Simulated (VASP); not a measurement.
Consider the following.

```
AgSbSeTe
1.0
    4.10536     0.00000     0.00000
    0.00000     4.10536     0.00000
    0.00000     0.00000     5.88635
Ag Sb Te Se
1 1 1 1
Direct
  0.00000   0.00000   0.00000
  0.50000   0.50000   0.50000
  0.50000   0.50000   0.00000
  0.00000   0.00000   0.50000
```

Computed with PBEsol GGA, VASP's PBE PAW potentials (set 64) (plane waves; VASP). Numerical set-up: 400 eV cut-off, 8×8×6 Γ-centred mesh, tetrahedra with Blöchl corrections, potentials Ag Sb Te Se.

Unless said otherwise, spin-orbit coupling is left out, though it shifts the bands of the heavy elements here.

### Question
Estimate the energy per atom (σ→0), band gap (on the k-mesh) with the smallest direct gap where there is one.

### Answer

* **band gap (on the k-mesh)**: none (metal, semimetal or under 0.01 eV)
* **energy per atom (σ→0)**: -3.891 eV/atom

The absolute energy has meaning only against runs of the same code, potentials and settings.

The structure comes from a computed database's AgSbTeSe entry (P4/mmm); how it stands against other phases isn't given here. It was relaxed first, which changed the volume by -6 %.
